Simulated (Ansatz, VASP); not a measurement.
# Pd2Pt (Pd-Pt-Pd stack, (111) layers) in two plane-wave programs, part 2 of 2

Wanted: the spread between two codes on one cell, functional and k mesh. The cell is taken from a series of runs on this material, whose earlier steps may have relaxed, scaled, displaced or heated it; both programs get it as it stands.

VASP 6.6.1 and Ansatz 0.2.0.

So far: Set-up; Ansatz: zone-centre phonons, PBE.

## (3) VASP: zone-centre phonons, PBE

Level of this step: PBE; plane waves and PAW (Pd, Pt) (VASP).

The same cell, functional, mesh and smearing now go to VASP, with its own data sets.

Lines of VASP's logs that name or quote its potential files are left out, and so is its time.

The input, INCAR:

```
SYSTEM = Pd2Pt
PREC = Accurate
ENCUT = 500
EDIFF = 1E-08
NELM = 120
ISMEAR = 1
SIGMA = 0.2
LREAL = .FALSE.
ALGO = Normal
GGA = PE
NBANDS = 21
LASPH = .TRUE.
LORBIT = 11
LWAVE = .FALSE.
LCHARG = .FALSE.
ISIF = 2
IBRION = 8
GGA_COMPAT = .FALSE.
NELMDL = -8
```

The input, POSCAR:

```
Pd2Pt
1.0
    2.7237927052      0.0000000000      0.0000000000
   -1.3618963526      2.3588736774      0.0000000000
    0.0000000000      0.0000000000     32.8528545601
Pd Pt
2 1
Direct
    1.0000000000      0.0000000000      0.1646460178
    0.6666666666      0.3333333334      0.3079591852
    0.3333333333      0.6666666667      0.2363026015
```

The input, KPOINTS:

```
Automatic mesh
0
Gamma
9 9 1
0 0 0
```

The projector-augmented-wave data sets are Pd and Pt (PBE family, release 64).

Started as:

```console
$ mpirun -np 1 vasp_std
```

Numbers of over 12 decimals in the logs are rounded to 6 here.

Output:

```text
[banner, memory and clock lines left out]
running    1 mpi-ranks, on    1 nodes
 distrk:  each k-point on    1 cores,    1 groups
 distr:  one band on    1 cores,    1 groups

 POSCAR found type information on POSCAR PdPt
 POSCAR found :  2 types and       3 ions
 LDA part: xc-table for (Slater+PW92), standard interpolation
 POSCAR, INCAR and KPOINTS ok, starting setup
 FFT: planning ... GRIDC
 FFT: planning ... GRID_SOFT
 FFT: planning ... GRID
 WAVECAR not read
 entering main loop
       N       E                     dE             d eps       ncg     rms          rms(c)
DAV:   1     0.197485558136E+03    0.19749E+03   -0.11551E+04   504   0.109E+03
DAV:   2    -0.583032532784E+01   -0.20332E+03   -0.19118E+03   693   0.225E+02
DAV:   3    -0.161790050076E+02   -0.10349E+02   -0.94344E+01   587   0.535E+01
DAV:   4    -0.164540161420E+02   -0.27501E+00   -0.26417E+00   607   0.823E+00
DAV:   5    -0.164606035806E+02   -0.65874E-02   -0.65621E-02   643   0.129E+00
DAV:   6    -0.164608313456E+02   -0.22776E-03   -0.22771E-03   697   0.228E-01
DAV:   7    -0.164608399196E+02   -0.85741E-05   -0.85742E-05   658   0.355E-02
DAV:   8    -0.164608404993E+02   -0.57972E-06   -0.57964E-06   660   0.782E-03    0.142E+01
DAV:   9    -0.171207508152E+02   -0.65991E+00   -0.15965E+01   514   0.294E+01    0.175E+01
DAV:  10    -0.155892714210E+02    0.15315E+01   -0.48356E+00   537   0.176E+01    0.625E+00
DAV:  11    -0.155140747542E+02    0.75197E-01   -0.36218E-01   552   0.551E+00    0.221E+00
DAV:  12    -0.155011207222E+02    0.12954E-01   -0.71227E-02   562   0.313E+00    0.477E-01
DAV:  13    -0.154992132563E+02    0.19075E-02   -0.39212E-03   568   0.581E-01    0.323E-01
DAV:  14    -0.154979693813E+02    0.12439E-02   -0.23212E-03   569   0.490E-01    0.912E-02
[...]
DAV:  24    -0.154980655689E+02   -0.28967E-05   -0.81951E-08   469   0.119E-03    0.147E-04
DAV:  25    -0.154980676432E+02   -0.20743E-05   -0.52399E-08   430   0.574E-04    0.179E-04
DAV:  26    -0.154980684072E+02   -0.76396E-06   -0.12811E-08   412   0.571E-04    0.160E-04
DAV:  27    -0.154980686587E+02   -0.25156E-06   -0.15082E-09   383   0.148E-04    0.618E-05
DAV:  28    -0.154980688018E+02   -0.14306E-06   -0.11000E-09   360   0.209E-04    0.381E-05
DAV:  29    -0.154980688379E+02   -0.36105E-07   -0.17095E-10   357   0.631E-05    0.139E-05
DAV:  30    -0.154980688479E+02   -0.10015E-07   -0.24652E-11   332   0.291E-05    0.524E-06
DAV:  31    -0.154980688541E+02   -0.61477E-08   -0.13132E-11   302   0.186E-05
   1 F= -.15498069E+02 E0= -.15504277E+02  d E =0.186233E-01
 Linear response reoptimize wavefunctions to high precision
DAV:   1    -0.154980688549E+02   -0.85311E-09    0.63785E-12   362   0.786E-06
DAV:   2    -0.154980688548E+02    0.61846E-10    0.10181E-11   342   0.341E-06
 Linear response DOF=           4
 Linear response progress:
  Degree of freedom:   1/  4
       N       E                     dE             d eps       ncg     rms          rms(c)
RMM:   1    -0.238612564129E+00   -0.23861E+00   -0.22258E-01  2798   0.320E+00
RMM:   2    -0.238908956185E+00   -0.29639E-03   -0.33231E-03  2588   0.401E-01    0.841E-02
RMM:   3    -0.238529514700E+00    0.37944E-03   -0.94944E-05  2621   0.735E-02    0.484E-02
RMM:   4    -0.238104494120E+00    0.42502E-03   -0.18398E-04  2713   0.748E-02    0.147E-02
RMM:   5    -0.238095779102E+00    0.87150E-05   -0.41037E-06  2795   0.138E-02    0.187E-02
RMM:   6    -0.238077496764E+00    0.18282E-04   -0.12243E-06  2782   0.666E-03    0.818E-03
RMM:   7    -0.237989669022E+00    0.87828E-04   -0.45462E-06  2824   0.118E-02    0.169E-03
RMM:   8    -0.237992358997E+00   -0.26900E-05   -0.51923E-08  2799   0.277E-03    0.678E-04
RMM:   9    -0.237992830918E+00   -0.47192E-06    0.43632E-07  2850   0.767E-04    0.355E-04
RMM:  10    -0.237992188887E+00    0.64203E-06   -0.17123E-08  2818   0.471E-04    0.155E-04
RMM:  11    -0.237991583158E+00    0.60573E-06    0.62308E-08  2845   0.142E-04    0.386E-05
RMM:  12    -0.237991365738E+00    0.21742E-06    0.28336E-09  2873   0.394E-05    0.203E-05
RMM:  13    -0.237991207174E+00    0.15856E-06   -0.16905E-09  2881   0.248E-05    0.468E-06
RMM:  14    -0.237991196348E+00    0.10826E-07    0.21263E-09  2831   0.940E-06    0.192E-06
RMM:  15    -0.237991203110E+00   -0.67620E-08   -0.75251E-10  2396   0.512E-06    0.674E-07
 first order change of Fermi-energy   0.10974E-03
 force on displaced ion       1 direction 1 :  -0.426  -0.001   0.002
 Linear response progress:
  Degree of freedom:   2/  4
       N       E                     dE             d eps       ncg     rms          rms(c)
RMM:   1    -0.312427669878E+00   -0.31243E+00   -0.24948E-01   836   0.339E+00
RMM:   2    -0.311461821486E+00    0.96585E-03   -0.43033E-03   782   0.456E-01    0.212E-01
RMM:   3    -0.315646990453E+00   -0.41852E-02   -0.13124E-03   829   0.217E-01    0.618E-01
RMM:   4    -0.311755218302E+00    0.38918E-02   -0.86991E-04   832   0.173E-01    0.117E-01
RMM:   5    -0.312217878893E+00   -0.46266E-03   -0.28769E-04   809   0.102E-01    0.591E-02
RMM:   6    -0.312187471317E+00    0.30408E-04   -0.42008E-05   816   0.379E-02    0.216E-02
RMM:   7    -0.312119385215E+00    0.68086E-04   -0.26132E-06   813   0.997E-03    0.103E-02
RMM:   8    -0.312034066854E+00    0.85318E-04   -0.20834E-06   826   0.860E-03    0.212E-03
RMM:   9    -0.312027978913E+00    0.60879E-05   -0.10303E-07   830   0.209E-03    0.113E-03
RMM:  10    -0.312026323293E+00    0.16556E-05   -0.12593E-08   853   0.704E-04    0.321E-04
RMM:  11    -0.312026951918E+00   -0.62863E-06   -0.76903E-09   866   0.425E-04    0.259E-04
RMM:  12    -0.312029150873E+00   -0.21990E-05   -0.53829E-09   869   0.353E-04    0.937E-05
RMM:  13    -0.312031957372E+00   -0.28065E-05    0.47454E-08   902   0.269E-04    0.493E-05
RMM:  14    -0.312032140452E+00   -0.18308E-06    0.28989E-07   905   0.125E-04    0.280E-05
RMM:  15    -0.312032085413E+00    0.55040E-07    0.63706E-08   904   0.802E-05    0.194E-05
RMM:  16    -0.312032138885E+00   -0.53472E-07    0.24180E-11   906   0.584E-05    0.116E-05
RMM:  17    -0.312032112136E+00    0.26748E-07   -0.22754E-09   895   0.315E-05    0.876E-06
RMM:  18    -0.312032087985E+00    0.24152E-07    0.13147E-08   878   0.227E-05    0.384E-06
RMM:  19    -0.312032097686E+00   -0.97007E-08   -0.23262E-09   798   0.153E-05    0.139E-06
 first order change of Fermi-energy   0.26571E+00
 force on displaced ion       1 direction 3 :  -0.000   0.000  -5.246
 Linear response progress:
  Degree of freedom:   3/  4
       N       E                     dE             d eps       ncg     rms          rms(c)
RMM:   1    -0.227919899658E+00   -0.22792E+00   -0.22887E-01  1798   0.292E+00
RMM:   2    -0.226320169578E+00    0.15997E-02   -0.29998E-03  1583   0.357E-01    0.122E-01
RMM:   3    -0.225503642977E+00    0.81653E-03   -0.37760E-04  1599   0.106E-01    0.653E-02
RMM:   4    -0.224933782565E+00    0.56986E-03   -0.50506E-04  1635   0.109E-01    0.167E-02
RMM:   5    -0.224833193865E+00    0.10059E-03   -0.20014E-05  1647   0.270E-02    0.553E-03
RMM:   6    -0.224777374140E+00    0.55820E-04   -0.90226E-07  1721   0.825E-03    0.439E-03
RMM:   7    -0.224773189220E+00    0.41849E-05   -0.93736E-07  1719   0.431E-03    0.535E-04
RMM:   8    -0.224766341836E+00    0.68474E-05    0.22640E-07  1745   0.680E-04    0.291E-04
RMM:   9    -0.224763041272E+00    0.33006E-05    0.51644E-08  1716   0.396E-04    0.414E-05
RMM:  10    -0.224762840788E+00    0.20048E-06    0.32532E-08  1766   0.963E-05    0.154E-05
RMM:  11    -0.224762860144E+00   -0.19356E-07    0.11036E-09  1757   0.263E-05    0.591E-06
RMM:  12    -0.224762885325E+00   -0.25180E-07   -0.30485E-09  1791   0.967E-06    0.353E-06
RMM:  13    -0.224762918920E+00   -0.33596E-07   -0.28805E-10  1666   0.646E-06    0.790E-07
RMM:  14    -0.224762925804E+00   -0.68837E-08   -0.27580E-09  1483   0.423E-06    0.260E-07
 first order change of Fermi-energy   0.10577E-02
 force on displaced ion       3 direction 1 :  -1.138   0.000   0.000
 Linear response progress:
  Degree of freedom:   4/  4
       N       E                     dE             d eps       ncg     rms          rms(c)
RMM:   1    -0.334621431663E+00   -0.33462E+00   -0.24977E-01   918   0.318E+00
RMM:   2    -0.329052029331E+00    0.55694E-02   -0.42544E-03   773   0.427E-01    0.226E-01
RMM:   3    -0.332480833660E+00   -0.34288E-02   -0.18652E-03   821   0.238E-01    0.599E-01
RMM:   4    -0.329111060778E+00    0.33698E-02   -0.60976E-04   813   0.130E-01    0.192E-01
RMM:   5    -0.329257291635E+00   -0.14623E-03   -0.25338E-04   831   0.894E-02    0.183E-02
RMM:   6    -0.329266416147E+00   -0.91245E-05   -0.98369E-06   807   0.207E-02    0.227E-02
RMM:   7    -0.329213869115E+00    0.52547E-04   -0.40179E-06   811   0.124E-02    0.108E-02
RMM:   8    -0.329201580432E+00    0.12289E-04   -0.10582E-06   827   0.595E-03    0.417E-03
RMM:   9    -0.329195440240E+00    0.61402E-05   -0.15473E-07   845   0.199E-03    0.961E-04
RMM:  10    -0.329189537614E+00    0.59026E-05   -0.24061E-08   856   0.579E-04    0.137E-04
RMM:  11    -0.329189263348E+00    0.27427E-06   -0.45961E-08   862   0.182E-04    0.784E-05
RMM:  12    -0.329189428311E+00   -0.16496E-06   -0.17114E-07   863   0.122E-04    0.573E-05
RMM:  13    -0.329189271272E+00    0.15704E-06   -0.20590E-07   895   0.150E-04    0.361E-05
RMM:  14    -0.329189347908E+00   -0.76636E-07   -0.20655E-07   904   0.938E-05    0.173E-05
RMM:  15    -0.329189228852E+00    0.11906E-06    0.81887E-08   879   0.383E-05    0.172E-05
RMM:  16    -0.329189274431E+00   -0.45579E-07    0.77868E-09   902   0.432E-05    0.545E-06
RMM:  17    -0.329189262190E+00    0.12240E-07    0.19765E-08   874   0.199E-05    0.310E-06
RMM:  18    -0.329189264407E+00   -0.22167E-08    0.47236E-08   824   0.144E-05    0.133E-06
 first order change of Fermi-energy   0.30641E-02
 force on displaced ion       3 direction 3 :   0.000  -0.000 -10.124
 Linear response finished
```

Parts of OUTCAR (step 3):

```text
ion  position               nearest neighbor table
   1  0.000  0.000  0.165-   3 2.83   3 2.83   3 2.83
   2  0.667  0.333  0.308-   3 2.83   3 2.83   3 2.83
   3  0.333  0.667  0.236-   1 2.83   2 2.83   2 2.83   1 2.83   2 2.83   1 2.83

  LATTYP: Found a hexagonal cell.
 ALAT       =     2.7237927052
 C/A-ratio  =    12.0614371635

 Subroutine GETGRP returns: Found 12 space group operations
 (whereof  6 operations were pure point group operations)

The static configuration has the point symmetry C_3v.
 The point group associated with its full space group is D_3d.

 Found     12 irreducible k-points:

   k-points           NKPTS =     12   k-points in BZ     NKDIM =     12   number of bands    NBANDS=     21

   dimension x,y,z NGX =    20 NGY =   20 NGZ =  240
   dimension x,y,z NGXF=    40 NGYF=   40 NGZF=  480

   ENCUT  =  500.0 eV  36.75 Ry    6.06 a.u.   4.97  4.97 59.90*2*pi/ulx,y,z

   NELECT =      30.0000    total number of electrons

 k-points in reciprocal lattice and weights: Automatic mesh
   0.00000000  0.00000000  0.00000000       0.012
   0.11111111  0.00000000  0.00000000       0.074
   0.22222222  0.00000000  0.00000000       0.074
   0.33333333  0.00000000  0.00000000       0.074
   0.44444444  0.00000000  0.00000000       0.074
   0.11111111  0.11111111  0.00000000       0.074
   0.22222222  0.11111111  0.00000000       0.148
   0.33333333  0.11111111  0.00000000       0.148
   0.44444444  0.11111111  0.00000000       0.074
   0.22222222  0.22222222  0.00000000       0.074
   0.33333333  0.22222222  0.00000000       0.148
   0.33333333  0.33333333  0.00000000       0.025

 average (electrostatic) potential at core
       1 -82.0027       2 -82.0027       3 -75.8468

  Total       -0.0910624     -0.0910624     -0.2043594      0.0000000      0.0000000      0.0000000
  in kB       -0.6911905     -0.6911905     -1.5511484      0.0000000      0.0000000      0.0000000
  external PRESSURE =      -0.9778431 kB  Pullay stress =       0.0000000 kB

  energy-cutoff  :      500.00
  volume of cell :      211.08
      direct lattice vectors                 reciprocal lattice vectors
     2.723792705  0.000000000  0.000000000     0.367135134  0.211965568  0.000000000
    -1.361896353  2.358873677  0.000000000     0.000000000  0.423931137  0.000000000
     0.000000000  0.000000000 32.852854560     0.000000000  0.000000000  0.030438755

 POSITION                                       TOTAL-FORCE (eV/Angst)
 -----------------------------------------------------------------------------------
      0.00000      0.00000      5.40909        -0.000000     -0.000000      0.038788
      1.36190      0.78629     10.11734         0.000000      0.000000     -0.038788
     -0.00000      1.57258      7.76321         0.000000     -0.000000      0.000000
 -----------------------------------------------------------------------------------
    total drift:                                0.000000      0.000000     -0.000007

 Eigenvectors and eigenvalues of the dynamical matrix
 ----------------------------------------------------

   1 f  =    4.932521 THz    30.991944 2PiTHz  164.531195 cm-1    20.399259 meV
             X         Y         Z           dx          dy          dz
      0.000000  0.000000  5.409092     0.000000    0.000000    0.489227
      1.361896  0.786291 10.117338     0.000000    0.000000    0.489227
     -0.000000  1.572582  7.763215    -0.000000   -0.000000   -0.722021

   2 f  =    3.528135 THz    22.167925 2PiTHz  117.685909 cm-1    14.591187 meV
             X         Y         Z           dx          dy          dz
      0.000000  0.000000  5.409092    -0.000000   -0.000000    0.707107
      1.361896  0.786291 10.117338    -0.000000   -0.000000   -0.707107
     -0.000000  1.572582  7.763215     0.000000    0.000000    0.000000

   3 f  =    1.652806 THz    10.384886 2PiTHz   55.131671 cm-1     6.835453 meV
             X         Y         Z           dx          dy          dz
      0.000000  0.000000  5.409092    -0.000001   -0.488849   -0.000000
      1.361896  0.786291 10.117338    -0.000001   -0.488849   -0.000000
     -0.000000  1.572582  7.763215     0.000001    0.722532   -0.000000

   4 f  =    1.652806 THz    10.384886 2PiTHz   55.131671 cm-1     6.835453 meV
             X         Y         Z           dx          dy          dz
      0.000000  0.000000  5.409092    -0.488849    0.000001    0.000000
      1.361896  0.786291 10.117338    -0.488849    0.000001   -0.000000
     -0.000000  1.572582  7.763215     0.722532   -0.000001    0.000000

   5 f  =    0.807144 THz     5.071434 2PiTHz   26.923416 cm-1     3.338077 meV
             X         Y         Z           dx          dy          dz
      0.000000  0.000000  5.409092     0.000001    0.707107    0.000000
      1.361896  0.786291 10.117338    -0.000001   -0.707107   -0.000000
     -0.000000  1.572582  7.763215    -0.000000    0.000000   -0.000000

   6 f  =    0.807144 THz     5.071434 2PiTHz   26.923416 cm-1     3.338077 meV
             X         Y         Z           dx          dy          dz
      0.000000  0.000000  5.409092     0.707107   -0.000001   -0.000000
      1.361896  0.786291 10.117338    -0.707107    0.000001    0.000000
     -0.000000  1.572582  7.763215    -0.000000    0.000000   -0.000000

   7 f/i=    0.000470 THz     0.002950 2PiTHz    0.015662 cm-1     0.001942 meV
             X         Y         Z           dx          dy          dz
      0.000000  0.000000  5.409092     0.476957   -0.183136    0.000000
      1.361896  0.786291 10.117338     0.476957   -0.183136    0.000000
     -0.000000  1.572582  7.763215     0.645397   -0.247811    0.000000

   8 f/i=    0.000470 THz     0.002950 2PiTHz    0.015662 cm-1     0.001942 meV
             X         Y         Z           dx          dy          dz
      0.000000  0.000000  5.409092     0.183136    0.476957   -0.000000
      1.361896  0.786291 10.117338     0.183136    0.476957   -0.000000
     -0.000000  1.572582  7.763215     0.247811    0.645397   -0.000000

   9 f/i=    0.002244 THz     0.014100 2PiTHz    0.074854 cm-1     0.009281 meV
             X         Y         Z           dx          dy          dz
      0.000000  0.000000  5.409092    -0.000000   -0.000000   -0.510546
      1.361896  0.786291 10.117338    -0.000000   -0.000000   -0.510546
     -0.000000  1.572582  7.763215    -0.000000   -0.000000   -0.691871

 ELASTIC MODULI CONTR FROM IONIC RELAXATION (kBar)
 Direction    XX          YY          ZZ          XY          YZ          ZX
 --------------------------------------------------------------------------------
 XX         -85.8484    -72.7738   -189.5420      0.0000     11.4008      0.0000
 YY         -72.7738    -85.8484   -189.5420      0.0000    -11.4008      0.0000
 ZZ        -189.5420   -189.5420   -452.9779      0.0000     -0.0000      0.0000
 XY           0.0000      0.0000      0.0000     -6.5373     -0.0000    -17.8113
 YZ          11.4008    -11.4008     -0.0000     -0.0000    -19.8825     -0.0000
 ZX           0.0000      0.0000      0.0000    -17.8113     -0.0000    -48.5280
 --------------------------------------------------------------------------------
```

## (4) Comparison

Known differences besides the potentials themselves: Ansatz cuts the interaction across the vacuum, VASP repeats the sheet without a dipole correction; VASP's run holds the zone centre alone; the data sets hold 54 valence electrons in Ansatz (on its default PAW (the set named soft_2) files) and 30 in VASP; the cutoff is 420 eV in Ansatz and 500 eV in VASP. Total energies have different zeros and are not compared.

Compared:

| quantity | Ansatz | VASP | difference |
| --- | --- | --- | --- |
| optical mode 1 to 2 (cm⁻¹) | 27.9 | 26.9 | +0.9 |
| optical mode 3 to 4 (cm⁻¹) | 55.3 | 55.1 | +0.38 % |
| optical mode 5 (cm⁻¹) | 117.9 | 117.7 | +0.15 % |
| optical mode 6 (cm⁻¹) | 165.1 | 164.5 | +0.35 % |

Modes are paired by rising frequency, not by their patterns, so a pair may set unlike modes beside each other; they are those without the splitting of longitudinal modes. Where the cell holds vacuum, a pressure given here is an average over it and none of the material.

## (5) Results

```
r.m.s. difference of the optical zone-centre modes, each program's sorted by frequency (zone-centre phonons, PBE) : 0.60 cm⁻¹
```

What this shows: The r.m.s. difference of the optical zone-centre modes, each program's sorted by frequency is 0.60 cm⁻¹ (zone-centre phonons, PBE). The data sets hold unlike numbers of valence electrons (54 in Ansatz and 30 in VASP), so part of the differences may come from the potentials. Such differences can come from data sets, numerical settings and the points named under the comparisons, not from the functional's error against experiment.

[Lines on the potential files, build, host, timing and source positions are cut from VASP's logs without a mark.]

[Logs are printed without paths, hosts, clocks, repeated set-up lines and the standing remarks that a program may print on its own settings, such as how far it seeks lower states.]

[Hosts, paths, dates, database ids (printed as entryN), source tags and the programs' standing remarks are cut or masked in the printed files.]
